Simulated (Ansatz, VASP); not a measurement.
# Ru (Ruthenium): VASP beside Ansatz, part 2 of 2

Aim: how closely do two programs agree when they are given the same cell, functional and k mesh? The cell is taken from a series of runs on this material, whose earlier steps may have relaxed, scaled, displaced or heated it; both programs get it as it stands.

VASP 6.6.1 and Ansatz 0.2.0.

So far: Starting point; VASP: zone-centre phonons, LDA.

## 3. Ansatz: zone-centre phonons, LDA

Level of this step: Ansatz beside VASP: Kohn-Sham DFT, plane waves, LDA (Ansatz).

Ansatz runs on its PAW soft_1 files.

The same cell, functional (in two slightly different forms), mesh and smearing now go to Ansatz, which takes its cutoff from its data sets.

input.yaml

```yaml
crystal:
  lattice:
    - [2.6687730334, 0.0, 0.0]
    - [-1.3343865167, 2.3112252438, 0.0]
    - [0.0, 0.0, 4.2661892609]
  atoms:
    - { symbol: Ru, position: [0.3333333357, 0.6666666643, 0.25] }
    - { symbol: Ru, position: [0.6666666643, 0.3333333357, 0.75] }
kpoints:
  mp_grid: { grid: [18, 18, 12] }
hamiltonian:
  xc: lda
  pseudopotentials: { kind: paw, azcp: { folder: soft_1 }, xc_functional: pbe }
scf:
  occupations: { method: methfessel_paxton, width: 0.2 }
output:
  eigenvalues: true
phonons:
  method: dfpt
```

Started as:

```console
> ansatz run input.yaml --threads 4 --pin off --max-ram 10240MiB --backend cpu --events-out ev --progress --plain --runs-dir out
```

Numbers of over 12 decimals in the logs are rounded to 6 here.

The program printed:

```text
zone centre: on kpoints.mp_grid the ground state, and the responses unless they are solved on pairs of k-points, stand on 637 of the mesh's 3888 k-points, reduced under 4 symmetry operations, with k and −k counted as one. Each operation leaves every solved displacement unchanged or reverses it
Engine: ansatz 0.2.0, aarch64-unknown-linux-gnu
Pseudopotentials: kind: paw
Pseudopotential: Ru, paw, valence charge 16, recommended cutoff 420 eV (normal), soft_1/Ru.paw.azcp
Functional definition: SPW92
  exchange = slater_x
  correlation = pw_c
Crystal: 2 atoms, lattice volume = 26.314 Å³
Basis set: ecut = 420 eV, 537 PW (Γ), exchange–correlation on 36×36×60 points (8 copies of the dense FFT grid, shifted against one another)
Bands: 20, of which v1, the nominal top of the filled ones, is band 16 counted from 1 (15 counted from 0)
Symmetry: 24 space group operations
k-points: 637 of 3888 (irreducible under 4 space group operations, time reversal used)
Non-local potential: Ru, projectors of the file, l = 0: 3, l = 1: 2, l = 2: 2, l = 3: 1
PAW form: soft (Blöchl's): semilocal exchange-correlation on the pseudo side does not see the compensation charge
PAW frozen core: Ru, regenerated for the run's functional, and the local potential with it (the file was generated under x = pbe(κ = 0.804, μ = 0.219515), c = pbe(β = 0.066725))
PAW one-centre angular grid: Ru, 590 points (default); XC on 64 Gauss nodes
Initial density: superposition of atomic densities (chi_scale 0.1, normalization cell)
Initial wavefunctions: pseudopotential atomic-orbital guess
Functional: x = slater, c = lda
SCF iter   1: F=—  HF=-11518.152387 eV  |F-HF|=—  |Δ(HF+E_count)|=         —  Δρ=1.32e-1  dr2=4.26e0  ethr=3.10e-3  ⟨swp⟩=5.0  Hψ=111473  notcnv=0  defer=68
automatic band count: the SCF goes on with 24 bands, as 20 were too few: they end inside the smearing window of the response
preconditioner: auto → none  [metal: Δε(μ)=0.015 eV  Ē_g=11.854 eV  σ=0.200 eV  W_gap=0.06  n_scr=8 (ndim 8)  ℏωp=29.0 eV  f_vac=0.000  D(μ)=1.43/eV (n_scr^D=22)  sad-step TF]
SCF iter   2: F=—  HF=-11517.120963 eV  |F-HF|=—  |Δ(HF+E_count)|=    1.03e0  S|Δr|=    0.00e0  Δρ=7.38e-2  dr2=1.33e0  ethr=3.10e-3  ⟨swp⟩=2.8  Hψ=29372  notcnv=0  defer=1788
SCF iter   3: F=—  HF=-11516.658255 eV  |F-HF|=—  |Δ(HF+E_count)|=   4.63e-1  S|Δr|=    0.00e0  Δρ=3.61e-3  dr2=1.76e-3  ethr=3.10e-3  ⟨swp⟩=2.0  Hψ=21753  notcnv=0  defer=1788
SCF iter   4: F=—  HF=-11516.659409 eV  |F-HF|=—  |Δ(HF+E_count)|=   1.15e-3  S|Δr|=    0.00e0  Δρ=4.58e-4  dr2=3.01e-5  ethr=5.50e-6  ⟨swp⟩=2.6  Hψ=30226  notcnv=0  defer=1667
SCF iter   5: F=—  HF=-11516.659416 eV  |F-HF|=—  |Δ(HF+E_count)|=   6.83e-6  S|Δr|=    0.00e0  Δρ=1.14e-4  dr2=1.73e-6  ethr=9.40e-8  ⟨swp⟩=2.9  Hψ=24970  notcnv=0  defer=1667
SCF iter   6: F=—  HF=-11516.659415 eV  |F-HF|=—  |Δ(HF+E_count)|=   6.87e-7  S|Δr|=    0.00e0  Δρ=1.86e-5  dr2=3.96e-8  ethr=5.41e-9  ⟨swp⟩=2.7  Hψ=24849  notcnv=0  defer=1667
SCF iter   7: F=—  HF=-11516.659415 eV  |F-HF|=—  |Δ(HF+E_count)|=   1.60e-8  S|Δr|=    0.00e0  Δρ=1.51e-6  dr2=2.53e-10  ethr=1.24e-10  ⟨swp⟩=2.2  Hψ=23424  notcnv=0  defer=1667
SCF iter   8: F=-11516.659415 eV  HF=-11516.659415 eV  |F-HF|=0.00e0  |Δ(HF+E_count)|=  9.82e-11  S|Δr|=    0.00e0  Δρ=1.40e-7  dr2=3.45e-12  ethr=1.00e-12  ⟨swp⟩=10.7  Hψ=79801  notcnv=0
SCF 1 converged in 8 iterations: F = -11516.659415 eV  dr2 = 3.45e-12
  greatest PAW one-centre occupation: 1.000 electrons in one spin orbital (limit 2), on the Ru atom at site 1 (counted from 0), in its partial waves of l = 0
DFPT response loops at Γ: preconditioner auto → Kerker (q_TF=auto, 2.819 Å⁻¹) (partly filled bands, converged f_vac=0.000); β = 1.00, the filter's whole step (`scf.mixing.beta` (0.50) is not read by the response loops under this deck's `scf.mixing.preconditioner`; to damp them name `kerker` or `kerker_dos`, under which they read `scf.mixing.beta`, and type it under 1.00, their step now; both keys bind the ground state too); Broyden in place of MSR1
SCF converged after 8 iterations
Stability not checked: this state was not tested for a lower state beside it, because cold or Methfessel-Paxton smearing, or corrected tetrahedra, fill the levels in a way that the test cannot read (fill_not_monotonic; see scf.lower_state_search)
Free energy (F): -11516.659415 eV
Harris-Foulkes:  -11516.659415 eV  (|F-HF|=0.00e0)
Internal energy: -11516.659846 eV  (E = F + TS)
E sigma→0 (E₀):  -11516.659523 eV
Entropy (-TS):   0.000431 eV (0.215 meV/atom)
Fermi energy:    23.927049 eV
Step filling:    the computed levels leave a gap of 0.0000 eV = 0.0 smearing widths at the electron count; against every level under it full and every level over it empty, smearing changes F+E_penalty+E_count by +0.455 meV and its σ→0 estimate by +0.347 meV
--- Per-component energies (eV) ---
  E_band       = -94.698197
  E_kinetic    = 923.281722
  E_local      = -2483.490520  (includes V_loc(G=0)·N_el)
  E_nonlocal   = 835.957745
  E_hartree    = 819.298518
  E_xc         = -339.602835
  E_vxc        = -431.025704  (∫ρ·V_xc dr)
  E_paw        = -6763.749853  (= ΣΔE_a)
  E_vpaw       = -578.019640  (= ΣTr[D̂ρ^β])
  E_aug_tail   = 0.001059  (compensation charges beyond the density's cutoff)
  E_ewald      = -4509.499050
  E_core_change = 1.143369  (= ΣΔE_core)
  E_smearing   = 0.000431  (= −TS)
  E_closure    = -0.000000  (closes the sum)
  Σ components = -11516.659415   (vs F -11516.659415, Δ=0.00e0)
--- Band table (eV; the first three rows and the last of 637) ---
  k-point 0: bands = [... 12 lower, 21.2702, 21.8916, 21.8916, 22.5428, 22.5428, 25.1161, 25.1790, 25.1790, ... 4 higher]
  k-point 1: bands = [... 12 lower, 21.2311, 21.8454, 21.8454, 22.6513, 22.6513, 24.8481, 25.1829, 25.1829, ... 4 higher]
  k-point 2: bands = [... 12 lower, 21.1231, 21.7197, 21.7197, 22.9301, 22.9301, 24.1573, 25.1796, 25.1796, ... 4 higher]
  k-point 636: bands = [... 12 lower, 21.1707, 21.1707, 22.5232, 22.5232, 25.6776, 25.6776, 29.1954, 29.1954, ... 4 higher]
--- Phonons (Γ-DFPT): 2 representative perturbations + reference, on 637 of 3888 k-points (Σ response iterations 6) ---
  k mesh reduced under 4 symmetry operations, with k and −k counted as one. Each operation leaves every solved displacement unchanged or reverses it
  ASR residual: 1.411e-4 → 0.000e0 eV/Å²; symmetrization residual: 3.879e-13 eV/Å²
  ASR residual per site (eV/Å²): 1.41e-4 1.41e-4
  Γ frequencies (cm⁻¹): 0.00 0.00 0.00 206.55 206.55 263.90
  non-analytic LO–TO correction: not included (Born effective charges unavailable; polar crystals: no LO–TO splitting at Γ)
```

## 4. Comparison

Known differences besides the potentials themselves: the two LDA forms differ slightly; the data sets hold 32 valence electrons in Ansatz (on its PAW soft_1 files) and 28 in VASP; the cutoff is 420 eV in Ansatz and 500 eV in VASP; VASP's log shows a relativistic correction to its local exchange, Ansatz's none. Total energies have different zeros and are not compared.

Compared:

```
                  quantity  Ansatz   VASP  difference
optical mode 1 to 2 (cm⁻¹)   206.6  206.8     -0.11 %
     optical mode 3 (cm⁻¹)   263.9  266.4     -0.92 %
```

Modes are paired by rising frequency, not by their patterns, so a pair may set unlike modes beside each other; they are those without the splitting of longitudinal modes.

## 5. Outcome

```json
{
 "r.m.s. difference of the optical zone-centre modes, each program's sorted by frequency (zone-centre phonons, LDA)": "1.4 cm⁻¹",
 "difference in optical mode 3 (zone-centre phonons, LDA)": "-0.9 %"
}
```

What this shows: The r.m.s. difference of the optical zone-centre modes, each program's sorted by frequency is 1.4 cm⁻¹ (zone-centre phonons, LDA). The data sets hold unlike numbers of valence electrons (32 in Ansatz and 28 in VASP), so part of the differences comes from the potentials. Among the rows given in per cent, the largest difference of the zone-centre phonons, LDA pair is in optical mode 3, -0.9 %. How closely two codes agree says nothing of how well the functional describes the real material.

[Lines on the potential files, build, host, timing and source positions are cut from VASP's logs without a mark.]

[Logs are printed without paths, hosts, clocks, repeated set-up lines and the standing remarks that a program may print on its own settings, such as how far it seeks lower states.]

[Hosts, paths, dates, database ids (printed as entryN), source tags and the programs' standing remarks are cut or masked in the printed files.]
